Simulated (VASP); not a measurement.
Here is the system:

```
LiCl
1.0
    0.00000     2.59493     2.59493
    2.59493     0.00000     2.59493
    2.59493     2.59493     0.00000
Li Cl
1 1
Direct
  0.00000   0.00000   0.00000
  0.50000   0.50000   0.50000
```

The numbers are results of PBE GGA, VASP's PBE PAW potentials (set 64) (plane waves; VASP), not measurements. Numerical set-up: 400 eV cut-off, 7×7×7 Γ-centred mesh, Fermi-Dirac smearing of 0.010 eV, potentials Li_sv Cl.

Problem. Give the electronic dielectric tensor ε∞ (DFPT, local fields included).

Solution. 
```
2.91  0.00  0.00
0.00  2.91  0.00
0.00  0.00  2.91
```

Problem. Give the Born effective charges.

Solution. 
```csv
atom,Z*xx,Z*yy,Z*zz,mean
Li1,1.19,1.19,1.19,1.19
Cl2,-1.19,-1.19,-1.19,-1.19
```

Problem. And the static tensor with the ions free?

Solution. 
```
16.9  0.00  0.00
0.00  16.9  0.00
0.00  0.00  16.9
```

Problem. Which frequencies do the optical Γ-point modes have (no LO-TO splitting)?

Solution. 157 (×3) cm⁻¹.

The structure is a typed LiCl crystal (Fm-3m). The cell was not relaxed at this level. The run is one of a series of settings (EDIFF = 1E-8, IBRION = 8, LEPSILON = .TRUE., NSW = 1 against the base run), some of them coarse on purpose.
